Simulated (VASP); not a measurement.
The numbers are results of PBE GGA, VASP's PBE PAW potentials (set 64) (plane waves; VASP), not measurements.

Input for VASP

### INCAR
```
ISMEAR  =  0   ! Gaussian
NSW  =  40   ! most ionic steps
LCHARG  =  .False.
SYSTEM  =  InP
LMAXMIX  =  4   ! l cut-off of mixed one-centre charges
LWAVE  =  .False.
ISIF  =  3
SIGMA  =  0.05   ! width (eV)
EDIFF  =  1E-7   ! SCF stop (eV)
IBRION  =  2
GGA  =  PE   ! PBE
LREAL  =  .False.   ! projection in real space or not
LASPH  =  .True.
ALGO  =  Normal
ENCUT  =  400   ! plane-wave cut-off (eV)
EDIFFG  =  -0.001   ! ionic stop
NELM  =  100   ! most electronic steps
PREC  =  Accurate
```

POSCAR:
```
InP
1
    0.0000000000     2.9937000000     2.9937000000
    2.9937000000     0.0000000000     2.9937000000
    2.9937000000     2.9937000000     0.0000000000
In P
1 1
Direct
 -0.0116912182   0.0116912182   0.0283929585
  0.2500000000   0.2500000000   0.2500000000
```

### KPOINTS
```
Regular mesh
0
gamma
  6 6 6
0 0 0
```

POTCAR, in this order: In_d P (PBE.64 set). Program: vasp_std.

The run wrote:

### OSZICAR
```
...
DAV:   6    -0.839283464198E+01   -0.80090E-06   -0.41975E-06  4327   0.334E-02    0.777E-03
DAV:   7    -0.839283482183E+01   -0.17985E-06   -0.46548E-07  3392   0.710E-03    0.236E-03
DAV:   8    -0.839283480459E+01    0.17239E-07   -0.43220E-08  1856   0.233E-03
   5 F= -.83928348E+01 E0= -.83928348E+01  d E =-.798504E-02
       N       E                     dE             d eps       ncg     rms          rms(c)
DAV:   1    -0.842090775149E+01   -0.28073E-01   -0.10716E+00  3568   0.138E+01    0.953E-01
DAV:   2    -0.840267378057E+01    0.18234E-01   -0.59515E-02  4079   0.395E+00    0.468E-01
DAV:   3    -0.839582832552E+01    0.68455E-02   -0.16785E-02  3984   0.241E+00    0.154E-01
DAV:   4    -0.839568155854E+01    0.14677E-03   -0.22502E-03  3675   0.535E-01    0.104E-01
DAV:   5    -0.839563528265E+01    0.46276E-04   -0.14731E-04  4591   0.184E-01    0.498E-02
DAV:   6    -0.839563693022E+01   -0.16476E-05   -0.20205E-05  4255   0.438E-02    0.190E-02
DAV:   7    -0.839563721346E+01   -0.28323E-06   -0.11045E-06  3529   0.118E-02    0.385E-03
DAV:   8    -0.839563729081E+01   -0.77354E-07   -0.16277E-07  2867   0.321E-03
   6 F= -.83956373E+01 E0= -.83956373E+01  d E =-.280249E-02
       N       E                     dE             d eps       ncg     rms          rms(c)
DAV:   1    -0.839564992787E+01   -0.12714E-04   -0.46247E-04  4130   0.276E-01    0.200E-02
DAV:   2    -0.839564185003E+01    0.80778E-05   -0.20971E-05  3795   0.867E-02    0.966E-03
DAV:   3    -0.839563879258E+01    0.30574E-05   -0.71307E-06  4021   0.526E-02    0.329E-03
DAV:   4    -0.839563845629E+01    0.33629E-06   -0.11197E-06  3788   0.111E-02    0.240E-03
DAV:   5    -0.839563831548E+01    0.14081E-06   -0.35192E-08  1711   0.381E-03    0.558E-04
DAV:   6    -0.839563829899E+01    0.16491E-07   -0.26090E-08  1531   0.192E-03
   7 F= -.83956383E+01 E0= -.83956383E+01  d E =-.280349E-02
       N       E                     dE             d eps       ncg     rms          rms(c)
DAV:   1    -0.839613582581E+01   -0.49751E-03   -0.53240E-02  3500   0.215E+00    0.158E-01
DAV:   2    -0.839592589702E+01    0.20993E-03   -0.25727E-03  4274   0.614E-01    0.748E-02
DAV:   3    -0.839576425699E+01    0.16164E-03   -0.33084E-04  4619   0.336E-01    0.308E-02
DAV:   4    -0.839575777304E+01    0.64840E-05   -0.55940E-05  4283   0.878E-02    0.213E-02
DAV:   5    -0.839575733161E+01    0.44142E-06   -0.34715E-06  4613   0.292E-02    0.873E-03
DAV:   6    -0.839575760646E+01   -0.27484E-06   -0.61717E-07  4103   0.102E-02    0.337E-03
DAV:   7    -0.839575763285E+01   -0.26389E-07   -0.40545E-08  1776   0.268E-03
   8 F= -.83957576E+01 E0= -.83957576E+01  d E =-.119334E-03
       N       E                     dE             d eps       ncg     rms          rms(c)
DAV:   1    -0.839578391830E+01   -0.26312E-04   -0.23730E-03  3482   0.459E-01    0.334E-02
DAV:   2    -0.839577504350E+01    0.88748E-05   -0.11539E-04  4294   0.131E-01    0.158E-02
DAV:   3    -0.839576780188E+01    0.72416E-05   -0.14284E-05  4614   0.705E-02    0.654E-03
DAV:   4    -0.839576710735E+01    0.69453E-06   -0.25107E-06  4313   0.187E-02    0.447E-03
DAV:   5    -0.839576688309E+01    0.22426E-06   -0.83177E-08  1871   0.618E-03    0.154E-03
DAV:   6    -0.839576683131E+01    0.51782E-07   -0.92861E-08  1571   0.325E-03
   9 F= -.83957668E+01 E0= -.83957668E+01  d E =-.128532E-03
       N       E                     dE             d eps       ncg     rms          rms(c)
DAV:   1    -0.839579712686E+01   -0.30244E-04   -0.28751E-03  4483   0.585E-01    0.334E-02
DAV:   2    -0.839578103567E+01    0.16091E-04   -0.72377E-05  3615   0.155E-01    0.137E-02
DAV:   3    -0.839577702395E+01    0.40117E-05   -0.12193E-05  3782   0.707E-02    0.574E-03
DAV:   4    -0.839577736661E+01   -0.34267E-06   -0.13164E-06  4104   0.120E-02    0.411E-03
DAV:   5    -0.839577765896E+01   -0.29235E-06   -0.47527E-08  1726   0.620E-03    0.585E-04
DAV:   6    -0.839577769921E+01   -0.40252E-07   -0.42161E-08  1531   0.242E-03
  10 F= -.83957777E+01 E0= -.83957777E+01  d E =-.108679E-04
       N       E                     dE             d eps       ncg     rms          rms(c)
DAV:   1    -0.839577848499E+01   -0.82604E-06   -0.79091E-05  4508   0.966E-02    0.543E-03
DAV:   2    -0.839577795037E+01    0.53462E-06   -0.19782E-06  3643   0.256E-02    0.220E-03
DAV:   3    -0.839577788249E+01    0.67883E-07   -0.32662E-07  2537   0.117E-02
  11 F= -.83957779E+01 E0= -.83957779E+01  d E =-.110512E-04
       N       E                     dE             d eps       ncg     rms          rms(c)
DAV:   1    -0.839579968351E+01   -0.21733E-04   -0.92092E-04  3935   0.345E-01    0.266E-02
DAV:   2    -0.839578732738E+01    0.12356E-04   -0.36496E-05  3770   0.104E-01    0.140E-02
DAV:   3    -0.839578175202E+01    0.55754E-05   -0.11975E-05  4095   0.703E-02    0.446E-03
DAV:   4    -0.839578135566E+01    0.39636E-06   -0.19875E-06  3698   0.157E-02    0.299E-03
DAV:   5    -0.839578119136E+01    0.16430E-06   -0.70176E-08  1891   0.505E-03    0.997E-04
DAV:   6    -0.839578117783E+01    0.13536E-07   -0.48844E-08  1546   0.261E-03
  12 F= -.83957812E+01 E0= -.83957812E+01  d E =-.329534E-05
       N       E                     dE             d eps       ncg     rms          rms(c)
DAV:   1    -0.839578178646E+01   -0.59510E-06   -0.25665E-05  4015   0.578E-02    0.428E-03
DAV:   2    -0.839578149843E+01    0.28803E-06   -0.98231E-07  3663   0.173E-02    0.224E-03
DAV:   3    -0.839578132363E+01    0.17480E-06   -0.27913E-07  2327   0.116E-02    0.683E-04
DAV:   4    -0.839578126447E+01    0.59159E-07   -0.89053E-08  1516   0.361E-03
  13 F= -.83957813E+01 E0= -.83957813E+01  d E =-.338198E-05
       N       E                     dE             d eps       ncg     rms          rms(c)
DAV:   1    -0.839578308254E+01   -0.17589E-05   -0.10200E-04  4021   0.115E-01    0.873E-03
DAV:   2    -0.839578178913E+01    0.12934E-05   -0.38883E-06  3741   0.347E-02    0.455E-03
DAV:   3    -0.839578114082E+01    0.64831E-06   -0.12990E-06  4159   0.232E-02    0.157E-03
DAV:   4    -0.839578101633E+01    0.12449E-06   -0.17591E-07  1785   0.514E-03    0.822E-04
DAV:   5    -0.839578096973E+01    0.46602E-07   -0.42028E-08  1531   0.263E-03
  14 F= -.83957810E+01 E0= -.83957810E+01  d E =-.308724E-05
       N       E                     dE             d eps       ncg     rms          rms(c)
DAV:   1    -0.839578259249E+01   -0.15762E-05   -0.70757E-05  3970   0.952E-02    0.745E-03
DAV:   2    -0.839578148673E+01    0.11058E-05   -0.27069E-06  3764   0.289E-02    0.395E-03
DAV:   3    -0.839578110274E+01    0.38399E-06   -0.89075E-07  3730   0.195E-02    0.116E-03
DAV:   4    -0.839578119168E+01   -0.88938E-07   -0.13074E-07  1601   0.431E-03
  15 F= -.83957812E+01 E0= -.83957812E+01  d E =-.330919E-05
       N       E                     dE             d eps       ncg     rms          rms(c)
DAV:   1    -0.839578124726E+01   -0.14452E-06   -0.94622E-07  3972   0.104E-02    0.875E-04
DAV:   2    -0.839578122481E+01    0.22447E-07   -0.24880E-08  1531   0.319E-03
  16 F= -.83957812E+01 E0= -.83957812E+01  d E =-.334233E-05
       N       E                     dE             d eps       ncg     rms          rms(c)
DAV:   1    -0.839578627547E+01   -0.50282E-05   -0.18975E-04  3633   0.157E-01    0.128E-02
DAV:   2    -0.839578296945E+01    0.33060E-05   -0.88000E-06  3906   0.493E-02    0.677E-03
DAV:   3    -0.839578161319E+01    0.13563E-05   -0.30751E-06  4451   0.341E-02    0.224E-03
DAV:   4    -0.839578174923E+01   -0.13603E-06   -0.48078E-07  2847   0.778E-03    0.139E-03
DAV:   5    -0.839578180659E+01   -0.57363E-07   -0.21314E-08  1546   0.295E-03
  17 F= -.83957818E+01 E0= -.83957818E+01  d E =-.581774E-06
```

### OUTCAR
```
------------------------ aborting loop because EDIFF is reached ----------------------------------------
  FORCE on cell =-STRESS in cart. coord.  units (eV):
  Direction    XX          YY          ZZ          XY          YZ          ZX
  --------------------------------------------------------------------------------------
  Total        0.0005336      0.0006009      0.0006083     -0.0003473      0.0003577     -0.0000875
  in kB        0.0161726      0.0182144      0.0184393     -0.0105277      0.0108431     -0.0026536
  external PRESSURE =       0.0176088 kB  Pullay stress =       0.0000000 kB
  volume of cell :       52.86
      direct lattice vectors                 reciprocal lattice vectors
    -0.000121083  2.978577295  2.978677431    -0.167867925  0.167860974  0.167857313
     2.978582147 -0.000029074  2.978799535     0.167853769 -0.167861368  0.167862548
     2.978766264  2.978760521  0.000129108     0.167859238  0.167857816 -0.167845349
  FREE ENERGIE OF THE ION-ELECTRON SYSTEM (eV)
  ---------------------------------------------------
  free  energy   TOTEN  =        -8.3957818066 eV

  energy  without entropy=       -8.3957818066  energy(sigma->0) =       -8.39578181

 reached required accuracy - stopping structural energy minimisation
```
(Selected blocks of OUTCAR.)

### CONTCAR
```
InP
   1.00000000000000
    -0.0001210831263729    2.9785772945951172    2.9786774308043098
     2.9785821465161888   -0.0000290740672857    2.9787995351778518
     2.9787662639294399    2.9787605210961363    0.0001291082961237
  In              P
     1     1
Direct
     0.9941551509650430    0.0058441190186015    0.0141881278792884
     0.2441536308349576    0.2558470991813976    0.2642048306207112
```

The compound is InP in the zinc blende structure. In the starting cell atoms are displaced from their ideal sites. This run relaxes it.
